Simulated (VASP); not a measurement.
# TiRuN2 (I4_1/amd) in VASP: relaxation of cell and atoms with PBE

Aim: the relaxation of cell and atoms of TiRuN2 with PBE.

All numbers are computed with VASP 6.6.1; they aren't measurements. Logs are shortened: lines on timing, memory, paths and dates and some standing lists are left out, and cuts for length are marked.

## (1) The structure

The structure is tetragonal, space group I4_1/amd (No. 141). The conventional cell has a = 4.400 Å, b = 4.400 Å, c = 9.200 Å, α = 90.00°, β = 90.00°, γ = 90.00°. Ti (site symmetry -4m2) has 6 N at 2.20 to 2.21 Å as nearest neighbours. Ru (site symmetry -4m2) has 6 N at 2.20 to 2.39 Å as nearest neighbours. N (site symmetry 2mm) has 3 Ti at 2.20 to 2.21 Å and 3 Ru at 2.20 to 2.39 Å as nearest neighbours.

The cell was built by a generator and needn't be a form met in nature.

## (2) Relaxation of cell and atoms, PBE

INCAR

```
  PREC = Normal
  ENCUT = 520
  EDIFF = 1E-4
  ISMEAR = 0
  SIGMA = 0.15
  LREAL = False
  LASPH = True
  NELM = 60
  ALGO = Fast
  ISIF = 3
  LWAVE = False
  LCHARG = False
  GGA = PE
  IBRION = 2
  NSW = 24
  EDIFFG = -0.08
```

KPOINTS

```
regular mesh
0
Gamma
  5 5 5
```

POSCAR

```
TiRuN2
1.0
   -2.2000000000      2.2000000000      4.6000000000
    2.2000000000     -2.2000000000      4.6000000000
    2.2000000000      2.2000000000     -4.6000000000
Ti Ru N
2 2 4
Direct
    0.7500000000      0.2500000000      0.5000000000
    0.0000000000      0.0000000000      0.0000000000
    0.2500000000      0.7500000000      0.5000000000
    0.5000000000      0.5000000000      0.0000000000
    0.2400000000      0.2400000000      0.0000000000
    0.7600000000      0.7600000000      0.0000000000
    0.9900000000      0.4900000000      0.5000000000
    0.5100000000      0.0100000000      0.5000000000
```

Potentials or basis: VASP PAW PBE potentials, release 64 (Ti_sv, Ru_pv, N).

Run with:

```bash
$ cat potpaw_PBE.64/Ti_sv/POTCAR potpaw_PBE.64/Ru_pv/POTCAR potpaw_PBE.64/N/POTCAR > POTCAR
$ mpirun -np 1 vasp_std > vasp.out
```

OUTCAR:

```text
PREC = Normal
   ENCUT = 520
   EDIFF = 1E-4
   ISMEAR = 0
   LREAL = False
   LASPH = True
   NELM = 60
   ISIF = 3
   GGA = PE
   IBRION = 2
   NSW = 24
   EDIFFG = -0.08

 ion  position               nearest neighbor table
   1  0.750  0.250  0.500-   6 2.20   5 2.20   6 2.20   5 2.20   7 2.21   8 2.21   3 3.11   3 3.11
                             3 3.11   3 3.11
   2  0.000  0.000  0.000-   8 2.20   7 2.20   8 2.20   7 2.20   6 2.21   5 2.21   4 3.11   4 3.11
                             4 3.11   4 3.11
   3  0.250  0.750  0.500-   6 2.20   5 2.20   6 2.20   5 2.20   7 2.39   8 2.39   1 3.11   1 3.11
                             1 3.11   1 3.11   4 3.18   4 3.18   4 3.18   4 3.18
   4  0.500  0.500  0.000-   8 2.20   7 2.20   8 2.20   7 2.20   6 2.39   5 2.39   2 3.11   2 3.11
                             2 3.11   2 3.11   3 3.18   3 3.18   3 3.18   3 3.18
   5  0.240  0.240  0.000-   1 2.20   3 2.20   1 2.20   3 2.20   2 2.21   4 2.39
   6  0.760  0.760  0.000-   1 2.20   3 2.20   1 2.20   3 2.20   2 2.21   4 2.39
   7  0.990  0.490  0.500-   4 2.20   2 2.20   2 2.20   4 2.20   1 2.21   3 2.39
   8  0.510  0.010  0.500-   2 2.20   4 2.20   4 2.20   2 2.20   1 2.21   3 2.39

  LATTYP: Found a body centered tetragonal cell.
 ALAT       =     4.4000000000
 C/A-ratio  =     2.0909090909

  Lattice vectors:

 A1 = (  -2.2000000000,   2.2000000000,   4.6000000000)
 A2 = (   2.2000000000,  -2.2000000000,   4.6000000000)
 A3 = (   2.2000000000,   2.2000000000,  -4.6000000000)

Analysis of symmetry for initial positions (statically):
=====================================================================
 Subroutine PRICEL returns:
 Original cell was already a primitive cell.

 Routine SETGRP: Setting up the symmetry group for a
 body centered tetragonal supercell.

 Subroutine GETGRP returns: Found 16 space group operations
 (whereof  8 operations were pure point group operations)
 out of a pool of 16 trial point group operations.

The static configuration has the point symmetry D_2d.
 The point group associated with its full space group is D_4h.

Analysis of symmetry for dynamics (positions and initial velocities):
=====================================================================
 Subroutine PRICEL returns:
 Original cell was already a primitive cell.

 Routine SETGRP: Setting up the symmetry group for a
 body centered tetragonal supercell.

 Subroutine GETGRP returns: Found 16 space group operations
 (whereof  8 operations were pure point group operations)
 out of a pool of 16 trial point group operations.

The dynamic configuration has the point symmetry D_2d.
 The point group associated with its full space group is D_4h.

 Subroutine INISYM returns: Found 16 space group operations
 (whereof  8 operations are pure point group operations),
 and found     1 'primitive' translations

----------------------------------------------------------------------------------------

                                     Primitive cell

  volume of cell :      89.0560
[... 88 lines left out ...]
   ISPIN  =      1    spin polarized calculation?
   LNONCOLLINEAR =      F non collinear calculations
   LSORBIT =      F    spin-orbit coupling
   LASPH  =      T    aspherical Exc in radial PAW
   ENCUT  =  520.0 eV  38.22 Ry    6.18 a.u.  10.33 10.33 10.33*2*pi/ulx,y,z
   NELM   =     60;   NELMIN=  2; NELMDL= -5     # of ELM steps
   EDIFF  = 0.1E-03   stopping-criterion for ELM
   LREAL  =      F    real-space projection
   EDIFFG = -.8E-01   stopping-criterion for IOM
   NSW    =     24    number of steps for IOM
   IBRION =      2    ionic relax: 0-MD 1-quasi-New 2-CG
   NFREE  =      1    steps in history (QN), initial steepest desc. (CG)
   ISIF   =      3    stress and relaxation
   ISYM   =      2    0-nonsym 1-usesym 2-fastsym
   POTIM  = 0.5000    time-step for ionic-motion
   TEBEG  =    0.0;   TEEND  =   0.0 temperature during run
   PSTRESS=    0.0 pullay stress
   NELECT =      72.0000    total number of electrons
   NUPDOWN=      -1.0000    fix difference up-down
   EMIN   =  10.00;   EMAX   =-10.00  energy-range for DOS
   EFERMI =   0.00;   METHOD = LEGACY
   ISMEAR =     0;   SIGMA  =   0.15  broadening in eV -4-tet -1-fermi 0-gaus
   EFERMI_NEDOS =   21; number of points for ismear=-14 and -15
   IALGO  =     68    algorithm
   IMIX   =      4    mixing-type and parameters
     AMIX     =   0.40;   BMIX     =  1.00
     AMIX_MAG =   1.60;   BMIX_MAG =  1.00
  volume/ion in A,a.u.               =      11.13        75.12
  Fermi-wavevector in a.u.,A,eV,Ry     =   1.525099  2.882019 31.646143  2.325926
  Thomas-Fermi vector in A             =   2.633315
   LORBIT       =      0    0 simple, 1 ext, 2 COOP (PROOUT), +10 PAW based schemes
   GGA     = PE    functional components
   LHFCALC =     F    Hartree Fock is set to
   AEXX    =    0.0000 exact exchange contribution
   IVDW    =     0    specifies the selected vdW correction
   LEPSILON=     F    determine dielectric tensor
   LRPA    =     F    only Hartree local field effects (RPA)
 conjugate gradient relaxation of ions
 non-spin polarized calculation
 RMM-DIIS sequential band-by-band and
 Gauss-broadening in eV      SIGMA  =   0.15
  energy-cutoff  :      520.00
  volume of cell :       89.06
 maximum number of plane-waves:      2417
   NGX = 21   NGY = 21   NGZ = 21

--------------------------------------- Ionic step        1  -------------------------------------------

 number of electron      71.9999970 magnetization

 Free energy of the ion-electron system (eV)
  ---------------------------------------------------
  ext. energy  EPLUGINS =         0.00000000
  ---------------------------------------------------
  free energy    TOTEN  =       -70.31481465 eV

  energy without entropy =      -70.25169636  energy(sigma->0) =      -70.28325550

 E-fermi :   9.5699     XC(G=0): -12.6110

 val. band max:        9.5333736373   @ k =  -0.4000  -0.4000   0.4000
 cond. band min:       9.5809854757   @ k =  -0.4000   0.4000   0.2000
 fundamental gap:      0.0476118384
 Fermi energy:         9.5698527557

 k-point     1 :       0.0000    0.0000    0.0000
  band No.  band energies     occupation
      1     -48.6345      2.00000
      2     -48.6060      2.00000
      3     -33.4135      2.00000
      4     -33.4135      2.00000
      5     -33.3808      2.00000
      6     -33.3807      2.00000
[... 1152 lines left out ...]
--------------------------------------- Ionic step        9  -------------------------------------------

 number of electron      72.0000010 magnetization

 Free energy of the ion-electron system (eV)
  ---------------------------------------------------
  ext. energy  EPLUGINS =         0.00000000
  ---------------------------------------------------
  free energy    TOTEN  =       -71.62032501 eV

  energy without entropy =      -71.57818914  energy(sigma->0) =      -71.59925708

 E-fermi :  11.5998     XC(G=0): -13.3682

 val. band max:       11.5705961419   @ k =  -0.4000   0.4000   0.2000
 cond. band min:      11.6991843637   @ k =  -0.4000  -0.4000   0.4000
 fundamental gap:      0.1285882217
 Fermi energy:        11.5998046520

 k-point     1 :       0.0000    0.0000    0.0000
  band No.  band energies     occupation
      1     -46.4670      2.00000
      2     -46.4070      2.00000
      3     -31.8212      2.00000
      4     -31.6741      2.00000
      5     -31.6741      2.00000
      6     -31.6533      2.00000
[... 852 lines left out ...]
  FREE ENERGIE OF THE ION-ELECTRON SYSTEM (eV)
  ---------------------------------------------------
  free  energy   TOTEN  =       -71.6203250066 eV

  energy  without entropy=      -71.5781891437  energy(sigma->0) =      -71.59925708

 reached required accuracy - stopping structural energy minimisation
```

OSZICAR:

```text
N       E                     dE             d eps       ncg     rms          rms(c)
DAV:   1     0.969142173800E+03    0.96914E+03   -0.38449E+04  1548   0.193E+03
DAV:   2     0.484192038044E+02   -0.92072E+03   -0.90141E+03  1563   0.588E+02
DAV:   3    -0.784420206374E+02   -0.12686E+03   -0.12328E+03  2366   0.184E+02
[... 118 lines left out ...]
RMM:   4    -0.716194449979E+02    0.61060E-02   -0.23461E-02  1996   0.899E-01    0.224E-01
RMM:   5    -0.716197527311E+02   -0.30773E-03   -0.12671E-02  2149   0.538E-01    0.958E-02
RMM:   6    -0.716201050134E+02   -0.35228E-03   -0.50359E-03  2036   0.291E-01    0.550E-02
RMM:   7    -0.716202634865E+02   -0.15847E-03   -0.21538E-03  1743   0.166E-01    0.349E-02
RMM:   8    -0.716203250066E+02   -0.61520E-04   -0.72054E-04  1394   0.101E-01
   9 F= -.71620325E+02 E0= -.71599257E+02  d E =-.858469E-02
```

Wall time 16 min (1 thread of AMD EPYC 7R43 (Zen 3), shared host); peak memory 0.18 GiB.

Results:

| Quantity | Value |
| --- | --- |
| Free energy | -71.6203 eV |
| Relaxed volume | 9.75 Å³/atom |
| Relaxed cell | a = 5.194 Å, b = 5.194 Å, c = 5.194 Å, α = 131.02°, β = 131.02°, γ = 71.78° |
| Space group after relaxing (to 0.05 Å) | I4_1/amd (No. 141) |
| Energy gained by relaxing | 163.2 meV/atom |
| Ionic steps | 9 |
| Pressure after relaxing | 0.1 GPa |
| Largest force after relaxing | 0.008 eV/Å |
| Band gap on the k mesh | none (metal or under the smearing width) |

Forces on the atoms (eV/Å):
```
Ti   0.000  0.000  0.000
Ti   0.000  0.000  0.000
Ru   0.000  0.000  0.000
Ru   0.000  0.000  0.000
N    0.000  0.000 -0.008
N    0.000  0.000  0.008
N    0.000  0.000 -0.008
N    0.000  0.000  0.008
```

The path:
```
step  energy change (eV)  largest force (eV/Å)  pressure (GPa)  volume (Å³)
   1              0.0000                0.1848          -26.54        89.06
   2              0.6410                0.9412           60.92        67.32
   3             -1.0772                0.5118            0.08        78.31
   4             -1.0780                0.5181            0.93        78.08
   5             -1.2564                0.5127            2.41        77.43
   6             -1.2705                0.4455            3.73        77.16
   7             -1.2796                0.0485           -4.61        79.39
   8             -1.2969                0.1774           -1.08        78.39
   9             -1.3055                0.0078            0.06        78.01
```

Final structure:
```
Ti Ru N
1.0
    -2.15286    2.15286    4.20757
     2.15286   -2.15286    4.20757
     2.15286    2.15286   -4.20757
Ti Ru N
2 2 4
Direct
  0.75000 0.25000 0.50000
  0.00000 0.00000 0.00000
  0.25000 0.75000 0.50000
  0.50000 0.50000 0.00000
  0.24724 0.24724 0.00000
  0.75276 0.75276 0.00000
  0.99724 0.49724 0.50000
  0.50276 0.00276 0.50000
```

Caveat: the k mesh is coarse (spacing up to 0.40 Å⁻¹), so the values aren't converged; the relaxation stopped at a loose force limit of 0.08 eV/Å, so its end isn't a converged minimum.
